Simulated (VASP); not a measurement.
Given:

```xyz
4
Lattice="1.5456 -2.6770 0.0000 1.5456 2.6770 0.0000 0.0000 0.0000 5.0759" Properties=species:S:1:pos:R:3 pbc="T T T"
Si     1.5456    -0.8923     2.5358
Si     1.5456     0.8923     5.0737
C      1.5456    -0.8923     4.4435
C      1.5456     0.8923     1.9056
```

Method: PBE GGA, VASP's PBE PAW potentials (set 64) (plane waves; VASP). Settings: 520 eV cut-off, 7×7×4 Γ-centred mesh, Gaussian smearing of 0.050 eV, potentials Si C.

Q: Predict the energy per atom (σ→0).

A: 
| Item | Result |
|---|---|
| energy per atom (σ→0) | -7.527 eV/atom |

The absolute energy has meaning only against runs of the same code, potentials and settings.

The compound is SiC in the wurtzite structure, the rare 2H polytype. It was relaxed first. The start is the result of an earlier pass.
